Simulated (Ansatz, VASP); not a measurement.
**Be12H3N in VASP and in Ansatz**

```
Be N H
1.0
     4.58000    0.00000    0.00000
     2.29000    3.96640    0.00000
     0.00000    0.00000   14.58843
Be N H
12 1 3
Direct
  0.00000 0.00000 0.06855
  0.50000 0.00000 0.06855
  0.00000 0.50000 0.06855
  0.50000 0.50000 0.06855
  0.83253 0.33403 0.19344
  0.33403 0.33344 0.19342
  0.83334 0.83333 0.18916
  0.33344 0.83253 0.19342
  0.99870 0.99954 0.31083
  0.50176 0.99866 0.31083
  0.99960 0.50176 0.31083
  0.50001 0.50000 0.33814
  0.50018 0.49989 0.46257
  0.27812 0.69779 0.48659
  0.52441 0.27776 0.48655
  0.69815 0.52404 0.48653
```

Alike in both runs: functional PBEsol; k mesh 6 × 6 × 1; occupations fermi-dirac, width 0.05 eV; no spin polarisation.

Ansatz relaxed the structure, and its values are those at the end. VASP's run is a single point on that final structure, the one shown.

|  | VASP | Ansatz |
| --- | --- | --- |
| version | VASP 6.6.1 | Ansatz 0.2.0 |
| potentials or method | VASP PAW PBE potentials, release 64 (Be, N, H) | scalar-relativistic, plane waves, PAW |
| plane-wave cutoff (eV) | 520 | 420 |
| valence electrons in the cell | 32 | 32 |

```tsv
	VASP	Ansatz	Ansatz less VASP
rms of the force components (eV/Å)	0.041	0.040	-0.0007
```

Caveats: the PAW data sets were made with another functional, which shifts forces and pressure a little (VASP).
